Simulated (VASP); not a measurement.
Given:

```
CELL_PARAMETERS angstrom
     -1.63400     1.63400     1.63400
      1.63400    -1.63400     1.63400
      1.63400     1.63400    -1.63400
ATOMIC_POSITIONS crystal
  Nb 0.00000 0.00000 0.00000
```

Method: PBE GGA, VASP's PBE PAW potentials (set 64) (plane waves; VASP). Settings: 300 eV cut-off, 11×11×11 Γ-centred mesh, Gaussian smearing of 0.050 eV, potentials Nb_sv.

At this cut-off the stress carries a Pulay error, which pulls relaxed volumes low.

Task: Give the stress tensor in GPa (positive for a compressed cell).

Result: 
```
6.32  0.00  0.00
0.00  6.32  0.00
0.00  0.00  6.32
```
The pressure is its mean diagonal, 6.32 GPa.

The structure is a typed Nb crystal (Im-3m). The cell was not relaxed at this level.
